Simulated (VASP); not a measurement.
Here is a VASP 6.6.1 calculation.

The input INCAR:

```
PREC = Accurate
ENCUT = 520
EDIFF = 1E-6
ISMEAR = -1
SIGMA = 0.02
LREAL = False
LASPH = True
NELM = 100
ALGO = Normal
ISIF = 2
LWAVE = False
LCHARG = False
GGA = PE
NBANDS = 19
```

The input KPOINTS:

```
Automatic mesh
0
Gamma
  4 4 4
```

Contents of POSCAR:

```
Sr2C
1.0
    0.0000000000      3.3601424502      3.3601424502
    3.3601424502      0.0000000000      3.3601424502
    3.3601424502      3.3601424502      0.0000000000
C Sr
1 2
Direct
    0.0000000000      0.0000000000      0.0000000000
    0.2500000000      0.2500000000      0.2500000000
    0.7500000000      0.7500000000      0.7500000000
```

Potentials or basis: VASP PAW PBE potentials, release 64 (C, Sr_sv).

Command:

```console
$ cat potpaw_PBE.64/C/POTCAR potpaw_PBE.64/Sr_sv/POTCAR > POTCAR
$ mpirun -np 1 vasp_std > vasp.out
```

Estimate the pressure.

0.4 GPa.

Estimate the band gap on the k mesh.

none (metal or under the smearing width).

Caveat: the k mesh is coarse (spacing up to 0.40 Å⁻¹), so the values aren't converged.
